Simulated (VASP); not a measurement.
Consider the following.

```yaml
crystal:
  lattice:
    - [0.00000, 2.30520, 2.30520]
    - [2.30520, 0.00000, 2.30520]
    - [2.30520, 2.30520, 0.00000]
  atoms:
    - { symbol: Ga, position: [0.00000, 0.00000, 0.00000] }
    - { symbol: N, position: [0.25000, 0.25000, 0.25000] }
```

Level of theory: PBE GGA, VASP's PBE PAW potentials (set 64) (plane waves; VASP). Run with 520 eV cut-off, 1×1×1 Γ-centred mesh, Gaussian smearing of 0.050 eV, potentials Ga_d N.

### Question
Estimate the energy per atom (σ→0), pressure.

### Answer

energy per atom (σ→0): 1853 meV/atom
pressure: 68.68 GPa

The absolute energy has meaning only against runs of the same code, potentials and settings.

The compound is GaN in the zinc blende structure, a metastable form; wurtzite is the usual one. The cell was not relaxed at this level. The k-mesh is coarse (spacing up to 2.36 per Å, 2π included), so the numbers may not be converged in it. The run is one of a series of settings (KPOINTS 1×1×1 Γ-centred mesh against the base run), some of them coarse on purpose.
